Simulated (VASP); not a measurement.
Input:

```xyz
1
Lattice="0.0000 2.7382 2.7382 2.7382 0.0000 2.7382 2.7382 2.7382 0.0000" Properties=species:S:1:pos:R:3 pbc="T T T"
Ca     0.0000     0.0000     0.0000
```

The numbers are results of vdW-DF-cx, VASP's PBE PAW potentials (set 64) (plane waves; VASP), not measurements. Run with 520 eV cut-off, Gaussian smearing of 0.050 eV, potentials Ca_sv.

Task: Give the energies of bands 5 to 8 at the high-symmetry points, in eV from the Fermi level.

Result: 
| band | Γ | X | U | L | W |
|---|---|---|---|---|---|
| 5 | -4.06 | -0.48 | 0.01 | -0.98 | 0.18 |
| 6 | 2.38 | 0.57 | 0.42 | -0.14 | 0.71 |
| 7 | 2.38 | 1.02 | 0.86 | 2.25 | 0.71 |
| 8 | 2.38 | 4.17 | 3.33 | 2.25 | 2.64 |

It has no gap at this level: it comes out as a metal or semimetal.

The compound is Ca in the fcc structure. It was relaxed first, which changed the volume by -5 %.
